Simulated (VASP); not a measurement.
# DyIn3Cu2 (P6/mmm) in VASP: electric field gradients with RPBE+D4+U

Aim: the electric field gradients of DyIn3Cu2 with RPBE+D4+U.

All numbers are computed with VASP 6.6.1; they aren't measurements. Logs are shortened: lines on timing, memory, paths and dates and some standing lists are left out, and cuts for length are marked.

## (1) The crystal as given

Symmetry: P6/mmm, No. 191, hexagonal system. The conventional cell has a = 5.824 Å, b = 5.824 Å, c = 4.258 Å, α = 90.00°, β = 90.00°, γ = 120.00°. Around Dy (site symmetry 6/mmm) lie 6 Cu at 3.36 Å and 12 In at 3.61 Å. In (site symmetry mmm) has 4 Cu at 2.71 Å and 4 In at 2.91 Å as nearest neighbours. Cu (site symmetry -6m2) is surrounded by 6 In at 2.71 Å.

The cell comes from a database or a generator and needn't be the stable form of this composition.

## (2) Electric field gradients, RPBE+D4+U, collinear spin, antiferromagnetic start

Contents of INCAR:

```
SYSTEM = DyIn3Cu2
PREC = Accurate
ENCUT = 520
EDIFF = 1E-8
ISMEAR = -1
SIGMA = 0.01
LREAL = .False.
LASPH = .True.
NELM = 120
ALGO = Normal
ISIF = 2
LWAVE = .False.
LCHARG = .False.
ISPIN = 2
MAGMOM = 5 0 0 0 -0.6 0.6
LORBIT = 11
LMAXMIX = 6
LDAU = .True.
LDAUTYPE = 2
LDAUL = 3 -1 2
LDAUU = 8 0 3
LDAUJ = 0 0 0
LDAUPRINT = 1
GGA = RP
IVDW = 13
LEFG = .True.
```

Contents of KPOINTS:

```
Automatic mesh
0
Gamma
  5 5 6
  0 0 0
```

Contents of POSCAR:

```
DyIn3Cu2
1.0
    5.8241564107      0.0000000000      0.0000000000
   -2.9120782053      5.0438674073      0.0000000000
    0.0000000000      0.0000000000      4.2575960000
Dy In Cu
1 3 2
Direct
    0.0000000000      0.0000000000      0.0000000000
    0.5000000000      0.0000000000      0.5000000000
    0.5000000000      0.5000000000      0.5000000000
    0.0000000000      0.5000000000      0.5000000000
    0.6666666667      0.3333333333      0.0000000000
    0.3333333333      0.6666666667      0.0000000000
```

Potentials or basis: VASP PAW PBE potentials, release 64 (Dy_3, In_d, Cu_pv), 4f in core.

Started as:

```sh
cat potpaw_PBE.64/Dy_3/POTCAR potpaw_PBE.64/In_d/POTCAR potpaw_PBE.64/Cu_pv/POTCAR > POTCAR
mpirun -np 1 vasp_std > vasp.out
```

OUTCAR:

```text
SYSTEM = DyIn3Cu2
   PREC = Accurate
   ENCUT = 520
   EDIFF = 1E-8
   ISMEAR = -1
   LREAL = .False.
   LASPH = .True.
   NELM = 120
   ISIF = 2
   ISPIN = 2
   LORBIT = 11
   GGA = RP
   IVDW = 13

 ion  position               nearest neighbor table
   1  0.000  0.000  0.000-   4 3.61   4 3.61   4 3.61   4 3.61   2 3.61   2 3.61   2 3.61   2 3.61
                             3 3.61   3 3.61   3 3.61   3 3.61
   2  0.500  0.000  0.500-   5 2.71   6 2.71   5 2.71   6 2.71   3 2.91   3 2.91   4 2.91   4 2.91
                             1 3.61   1 3.61   1 3.61   1 3.61
   3  0.500  0.500  0.500-   5 2.71   6 2.71   5 2.71   6 2.71   2 2.91   2 2.91   4 2.91   4 2.91
                             1 3.61   1 3.61   1 3.61   1 3.61
   4  0.000  0.500  0.500-   5 2.71   6 2.71   5 2.71   6 2.71   3 2.91   3 2.91   2 2.91   2 2.91
                             1 3.61   1 3.61   1 3.61   1 3.61
   5  0.667  0.333  0.000-   2 2.71   2 2.71   4 2.71   4 2.71   3 2.71   3 2.71
   6  0.333  0.667  0.000-   2 2.71   2 2.71   4 2.71   4 2.71   3 2.71   3 2.71

  LATTYP: Found a hexagonal cell.
 ALAT       =     5.8241564107
 C/A-ratio  =     0.7310236367

  Lattice vectors:

 A1 = (   5.8241564107,   0.0000000000,   0.0000000000)
 A2 = (  -2.9120782053,   5.0438674073,   0.0000000000)
 A3 = (   0.0000000000,   0.0000000000,   4.2575960000)

Analysis of symmetry for initial positions (statically):
=====================================================================
 Subroutine PRICEL returns:
 Original cell was already a primitive cell.

 Routine SETGRP: Setting up the symmetry group for a
 hexagonal supercell.

 Subroutine GETGRP returns: Found 24 space group operations
 (whereof 24 operations were pure point group operations)
 out of a pool of 24 trial point group operations.

The static configuration has the point symmetry D_6h.

Analysis of symmetry for dynamics (positions and initial velocities):
=====================================================================
 Subroutine PRICEL returns:
 Original cell was already a primitive cell.

 Routine SETGRP: Setting up the symmetry group for a
 hexagonal supercell.

 Subroutine GETGRP returns: Found 24 space group operations
 (whereof 24 operations were pure point group operations)
 out of a pool of 24 trial point group operations.

The dynamic configuration has the point symmetry D_6h.

Analysis of structural, dynamic, and magnetic symmetry:
[... 2510 lines left out ...]

 VOLUME and BASIS-vectors are now :
 -----------------------------------------------------------------------------
  energy-cutoff  :      520.00
  volume of cell :      125.07
      direct lattice vectors                 reciprocal lattice vectors
     5.824156411  0.000000000  0.000000000     0.171698686  0.099130282  0.000000000
    -2.912078205  5.043867407  0.000000000     0.000000000  0.198260565  0.000000000
     0.000000000  0.000000000  4.257596000     0.000000000  0.000000000  0.234874328

 POSITION                                       TOTAL-FORCE (eV/Angst)
 -----------------------------------------------------------------------------------
      0.00000      0.00000      0.00000         0.000000      0.000000      0.000000
      2.91208      0.00000      2.12880         0.000000      0.000000     -0.000000
      1.45604      2.52193      2.12880         0.000000     -0.000000      0.000000
     -1.45604      2.52193      2.12880        -0.000000     -0.000000      0.000000
      2.91208      1.68129      0.00000         0.000000     -0.000000      0.000000
     -0.00000      3.36258      0.00000         0.000000      0.000000      0.000000
 -----------------------------------------------------------------------------------
    total drift:                               -0.000000      0.000000     -0.000000

  FREE ENERGIE OF THE ION-ELECTRON SYSTEM (eV)
  ---------------------------------------------------
  free  energy   TOTEN  =       -19.1639214604 eV

  energy  without entropy=      -19.1631148891  energy(sigma->0) =      -19.16351817

 Electric field gradients (V/A^2)
---------------------------------------------------------------------
 ion       V_xx      V_yy      V_zz      V_xy      V_xz      V_yz
---------------------------------------------------------------------
   1     -20.443   -20.443    40.885    -0.000     0.000     0.000
   2      37.515    20.481   -57.996     0.001     0.000    -0.000
   3      24.739    33.257   -57.996     7.377     0.000    -0.000
   4      24.738    33.258   -57.996    -7.375    -0.000    -0.000
   5       3.967     3.991    -7.958     0.021     0.000     0.000
   6       3.967     3.991    -7.958     0.021     0.000     0.000
---------------------------------------------------------------------

 Electric field gradients after diagonalization (V/A^2)
 (convention: |V_zz| > |V_xx| > |V_yy|)
----------------------------------------------------------------------
 ion       V_xx      V_yy      V_zz     asymmetry (V_yy - V_xx)/ V_zz
----------------------------------------------------------------------
   1     -20.443   -20.443    40.885       0.000
   2      37.515    20.481   -57.996       0.294
   3      37.516    20.479   -57.996       0.294
   4      37.515    20.481   -57.996       0.294
   5       4.003     3.955    -7.958       0.006
   6       4.003     3.955    -7.958       0.006
----------------------------------------------------------------------

           NMR quadrupolar parameters

 Cq : quadrupolar parameter    Cq=e*Q*V_zz/h
 eta: asymmetry parameters     (V_yy - V_xx)/ V_zz
 Q  : nuclear electric quadrupole moment in mb (millibarn)
----------------------------------------------------------------------
 ion       Cq(MHz)       eta       Q (mb)
----------------------------------------------------------------------
   1       0.099       0.000       1.000
   2      -0.140       0.294       1.000
   3      -0.140       0.294       1.000
   4      -0.140       0.294       1.000
   5      -0.019       0.006       1.000
   6      -0.019       0.006       1.000
----------------------------------------------------------------------

 total charge

# of ion       s       p       d       tot
------------------------------------------
    1        0.230   6.320   0.982   7.532
    2        0.847   0.816   9.866  11.529
    3        0.847   0.816   9.866  11.529
    4        0.847   0.816   9.866  11.529
    5        0.258   6.160   8.987  15.404
    6        0.258   6.160   8.987  15.404
--------------------------------------------------
tot          3.287  21.088  48.553  72.928

 magnetization (x)

# of ion       s       p       d       tot
------------------------------------------
    1        0.005   0.009   0.106   0.120
    2       -0.001   0.003   0.002   0.005
    3       -0.001   0.003   0.002   0.005
    4       -0.001   0.003   0.002   0.005
    5        0.001   0.003   0.001   0.004
    6        0.001   0.003   0.001   0.004
--------------------------------------------------
tot          0.005   0.024   0.114   0.142
```

It took 14 min on 1 thread of Intel Xeon Platinum 8375C at 2.90GHz (Ice Lake), shared host; peak memory 0.43 GiB.

Results:

* Free energy: -19.1639 eV
* Pressure: -2.4 GPa
* Band gap on the k mesh: none (metal or under the smearing width)
* Net moment: 0.27 μB per cell
* Site moments: Dy +0.12; In +0.01; Cu +0.00 μB
* Valence electrons inside the program's atomic spheres: Dy 7.53; In 11.53; Cu 15.40
* Dispersion energy per atom: -0.693 eV

Stress tensor (GPa, compression positive):
```
-2.48  0.00  0.00
 0.00 -2.48  0.00
 0.00  0.00 -2.23
```

Levels at points of the mesh, in eV from the Fermi level:
Spin up:
| k point | band 37 | band 38 | band 39 | band 40 | band 41 | band 42 | band 43 | band 44 | band 45 | band 46 |
| --- | --- | --- | --- | --- | --- | --- | --- | --- | --- | --- |
| (0.00, 0.00, 0.00) | -3.21 | -2.71 | -1.63 | -1.63 | -1.32 | -0.95 | 1.57 | 1.98 | 1.98 | 3.06 |
| (0.00, 0.00, 0.50) | -3.63 | -1.73 | -1.73 | -1.60 | -1.60 | -0.81 | -0.81 | 0.50 | 2.49 | 3.02 |
Spin down:
| k point | band 38 | band 39 | band 40 | band 41 | band 42 | band 43 | band 44 | band 45 |
| --- | --- | --- | --- | --- | --- | --- | --- | --- |
| (0.00, 0.00, 0.00) | -2.70 | -1.60 | -1.60 | -1.31 | -0.62 | 1.66 | 2.04 | 2.04 |
| (0.00, 0.00, 0.50) | -1.68 | -1.68 | -1.56 | -1.56 | -0.81 | -0.81 | 0.52 | 2.83 |

Electric field gradients, principal values (V/Å²):
| atom | Vxx | Vyy | Vzz |
| --- | --- | --- | --- |
| 1 Dy | -20.443 | -20.443 | 40.885 |
| 2 In | 20.481 | 37.515 | -57.996 |
| 3 In | 20.479 | 37.516 | -57.996 |
| 4 In | 20.481 | 37.515 | -57.996 |
| 5 Cu | 3.955 | 4.003 | -7.958 |
| 6 Cu | 3.955 | 4.003 | -7.958 |

Eigenvalues of the final occupation matrices:
```tsv
site	spin	trace	eigenvalues
site 1 f	1	0.00	0.00 0.00 0.00 0.00 0.00 0.00 0.00
site 1 f	2	0.00	0.00 0.00 0.00 0.00 0.00 0.00 0.00
site 5 d	1	4.51	0.89 0.89 0.90 0.91 0.91
site 5 d	2	4.51	0.89 0.89 0.90 0.91 0.91
site 6 d	1	4.51	0.89 0.89 0.90 0.91 0.91
site 6 d	2	4.51	0.89 0.89 0.90 0.91 0.91
```

Caveat: the magnetic or orbital state may not be the lowest; U is put on an f shell that these potentials keep in the core, so it has next to no effect; the PAW data sets were made with another functional, which shifts forces and pressure a little; spin-orbit coupling is left out, which moves the levels of the heavy elements; the 4f electrons are frozen in the core as for a trivalent ion, so they carry no moment and show no levels; pairwise dispersion overbinds metals, which lowers pressure and volume.
